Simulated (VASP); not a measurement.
Method: PBE GGA, VASP's PBE PAW potentials (set 64) (plane waves; VASP).

The input files of a VASP run:

File POSCAR:
```
SrO
1.0
  0.0000000000   2.6025842496   2.6025842496
  2.6025842496   0.0000000000   2.6025842496
  2.6025842496   2.6025842496   0.0000000000
Sr O
1 1
Direct
  0.0000000000   0.0000000000   0.0000000000
  0.5000000000   0.5000000000   0.5000000000
```

**INCAR**
```
SYSTEM = SrO
PREC = Normal; ENCUT = 450; LREAL = .False.
LASPH = .True.
EDIFF = 1E-5; NELM = 100; NELMIN = 4
ALGO = Fast; LMAXMIX = 4
ISMEAR = 0; SIGMA = 0.05
GGA = PE
IBRION = 2; NSW = 20; ISIF = 2
EDIFFG = -0.03
LWAVE = .False.; LCHARG = .False.
```

KPOINTS:
```
Automatic mesh
0
Gamma
10 10 10
0 0 0
```

POTCAR, in this order: Sr_sv O (PBE.64 set). Program: vasp_std.

Output

File OSZICAR:
```
       N       E                     dE             d eps       ncg     rms          rms(c)
DAV:   1     0.715475071111E+02    0.71548E+02   -0.79408E+03  1128   0.115E+03
DAV:   2    -0.109657407962E+02   -0.82513E+02   -0.76319E+02  1600   0.235E+02
DAV:   3    -0.141724029254E+02   -0.32067E+01   -0.31861E+01  1448   0.460E+01
DAV:   4    -0.142499363584E+02   -0.77533E-01   -0.77506E-01  1576   0.676E+00
DAV:   5    -0.142512664531E+02   -0.13301E-02   -0.13301E-02  1476   0.730E-01    0.157E+01
RMM:   6    -0.121217810319E+02    0.21295E+01   -0.84189E+00  1128   0.166E+01    0.157E+01
RMM:   7    -0.120517581255E+02    0.70023E-01   -0.65758E-01  1188   0.501E+00    0.115E+01
RMM:   8    -0.120611745208E+02   -0.94164E-02   -0.30095E-01  1222   0.550E+00    0.435E+00
RMM:   9    -0.120546395022E+02    0.65350E-02   -0.93222E-02  1269   0.179E+00    0.442E-01
RMM:  10    -0.120585160458E+02   -0.38765E-02   -0.29074E-02  1316   0.782E-01    0.100E+00
RMM:  11    -0.120587430071E+02   -0.22696E-03   -0.54300E-03  1313   0.446E-01    0.169E-01
RMM:  12    -0.120589237218E+02   -0.18071E-03   -0.18235E-03  1345   0.211E-01    0.199E-01
RMM:  13    -0.120589523020E+02   -0.28580E-04   -0.71487E-04  1354   0.148E-01    0.502E-02
RMM:  14    -0.120589887493E+02   -0.36447E-04   -0.37431E-04  1213   0.728E-02    0.191E-02
RMM:  15    -0.120589984457E+02   -0.96964E-05   -0.91537E-05  1023   0.424E-02
   1 F= -.12058998E+02 E0= -.12058998E+02  d E =-.120590E+02
```

OUTCAR:
```
------------------------ aborting loop because EDIFF is reached ----------------------------------------
  FORCE on cell =-STRESS in cart. coord.  units (eV):
  Direction    XX          YY          ZZ          XY          YZ          ZX
  --------------------------------------------------------------------------------------
  Total       -0.1582401     -0.1582401     -0.1582401      0.0000000      0.0000000      0.0000000
  in kB       -7.1908929     -7.1908929     -7.1908929      0.0000000      0.0000000      0.0000000
  external PRESSURE =      -7.1908929 kB  Pullay stress =       0.0000000 kB
  volume of cell :       35.26
      direct lattice vectors                 reciprocal lattice vectors
     0.000000000  2.602584250  2.602584250    -0.192116739  0.192116739  0.192116739
     2.602584250  0.000000000  2.602584250     0.192116739 -0.192116739  0.192116739
     2.602584250  2.602584250  0.000000000     0.192116739  0.192116739 -0.192116739
  FREE ENERGIE OF THE ION-ELECTRON SYSTEM (eV)
  ---------------------------------------------------
  free  energy   TOTEN  =       -12.0589984457 eV

  energy  without entropy=      -12.0589984457  energy(sigma->0) =      -12.05899845

 reached required accuracy - stopping structural energy minimisation
```
(Selected blocks of OUTCAR.)

File OUTCAR:
```
 val. band max:        1.4948289988   @ k =   0.0000   0.0000   0.0000

 cond. band min:       4.7765956045   @ k =   0.5000   0.5000   0.0000


 Fermi energy:         1.7383806471

 k-point     1 :       0.0000    0.0000    0.0000
  band No.  band energies     occupation
      1     -31.0277      2.00000
      2     -13.5462      2.00000
      3     -12.7003      2.00000
      4     -12.7003      2.00000
      5     -12.7003      2.00000
      6       1.4947      2.00000
      7       1.4948      2.00000
      8       1.4948      2.00000
      9       5.2229      0.00000
     10       7.6220      0.00000
     11       7.6220      0.00000
     12       7.6220      0.00000

 k-point     2 :       0.1000    0.0000    0.0000
  band No.  band energies     occupation
      1     -31.0166      2.00000
      2     -13.8126      2.00000
      3     -12.7076      2.00000
      4     -12.7076      2.00000
      5     -12.4618      2.00000
      6       1.1936      2.00000
      7       1.3733      2.00000
      8       1.3734      2.00000
      9       5.6788      0.00000
     10       7.5153      0.00000
     11       7.8111      0.00000
     12       7.8111      0.00000

 k-point     3 :       0.2000    0.0000    0.0000
  band No.  band energies     occupation
      1     -30.9876      2.00000
      2     -14.2600      2.00000
      3     -12.7267      2.00000
      4     -12.7267      2.00000
      5     -12.0880      2.00000
      6       0.5702      2.00000
      7       1.0786      2.00000
      8       1.0787      2.00000
      9       6.7445      0.00000
     10       7.4081      0.00000
     11       8.3450      0.00000
     12       8.3450      0.00000

 k-point     4 :       0.3000    0.0000    0.0000
  band No.  band energies     occupation
      1     -30.9514      2.00000
      2     -14.6576      2.00000
      3     -12.7499      2.00000
      4     -12.7499      2.00000
      5     -11.7809      2.00000
      6      -0.0367      2.00000
...
```

At this cut-off the stress carries a Pulay error, which pulls relaxed volumes low.

The compound is SrO in the rock salt structure. It was relaxed first.
